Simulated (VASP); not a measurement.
A run of VASP 6.6.1 is set up as follows.

Contents of INCAR:

```
SYSTEM = BN
ALGO     = Normal         ! electronic algorithm
EDIFF    = 1E-6           ! SCF threshold, eV
EDIFFG   = -0.01          ! ionic threshold
ENCUT    = 600            ! plane-wave cutoff, eV
GGA      = PE             ! functional
IBRION   = 2              ! ionic algorithm
ISIF     = 3              ! what is computed and relaxed
ISMEAR   = 0              ! smearing method
IVDW     = 12             ! dispersion correction
LASPH    = .True.         ! aspherical terms in the spheres
LCHARG   = .False.        ! write CHGCAR
LREAL    = .False.        ! projectors in reciprocal space
LWAVE    = .False.        ! write WAVECAR
NELM     = 80             ! most SCF steps
NSW      = 90             ! ionic steps
PREC     = Accurate       ! precision mode
SIGMA    = 0.03           ! smearing width, eV
```

KPOINTS

```
k-points
0
Gamma
  12 12 4
  0 0 0
```

POSCAR

```
BN
1.0
    2.4982400000      0.0000000000      0.0000000000
   -1.2491200000      2.1635393000      0.0000000000
    0.0000000000      0.0000000000      6.6357000000
B N
2 2
Direct
    0.3333333300      0.6666666700      0.2500000000
    0.6666666700      0.3333333300      0.7500000000
    0.3333333300      0.6666666700      0.7500000000
    0.6666666700      0.3333333300      0.2500000000
```

Potentials or basis: VASP PAW PBE potentials, release 64 (B, N).

Run with:

```sh
$ cat potpaw_PBE.64/B/POTCAR potpaw_PBE.64/N/POTCAR > POTCAR
$ mpirun -np 1 vasp_std > vasp.out
```

Problem. Predict the relaxed volume.

Solution. 8.95 Å³/atom.

Problem. What does it give for the relaxed cell?

Solution. a = 2.506 Å, b = 2.506 Å, c = 6.584 Å, α = 90.00°, β = 90.00°, γ = 120.00°.

Problem. Predict the space group after relaxing (to 0.05 Å).

Solution. P6_3/mmc (No. 194).

The path:
| step | energy change (eV) | largest force (eV/Å) | pressure (GPa) | volume (Å³) |
| --- | --- | --- | --- | --- |
| 1 | 0.0000 | 0.0000 | 2.26 | 35.87 |
| 2 | 0.0069 | 0.0000 | -4.50 | 36.53 |
| 3 | -0.0026 | 0.0000 | -0.12 | 36.09 |
| 4 | -0.0026 | 0.0000 | -0.09 | 36.09 |
| 5 | -0.0027 | 0.0000 | -0.07 | 36.06 |
| 6 | -0.0028 | 0.0000 | -0.05 | 35.98 |
| 7 | -0.0030 | 0.0000 | -0.01 | 35.82 |
